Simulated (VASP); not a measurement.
Energy against volume of Ag (fcc). These are vdW-DF2, VASP's PBE PAW potentials (set 64) (plane waves; VASP) values and carry that method's errors. Numerical set-up: 520 eV cut-off, 15×15×15 Γ-centred mesh, first-order Methfessel-Paxton smearing of 0.10 eV, potentials Ag.

```csv
V (Å³/atom),E (eV/atom)
18.832,0.63551
19.433,0.62248
20.034,0.61825
20.635,0.62122
```

Question: Fit these four points and predict the energy of the run at 21.236 Å³/atom.

Answer: A cubic in V^(−2/3), the third-order Birch-Murnaghan form, passes through the four points with V0 = 20.07 Å³/atom and B0 = 63 GPa, and gives 0.6301 eV/atom there. The run gave 0.6301 eV/atom, +0.0 meV/atom from the fit; all five points give B0 = 63 GPa.

The compound is Ag in the fcc structure. It was relaxed first, which changed the volume by +17 %.
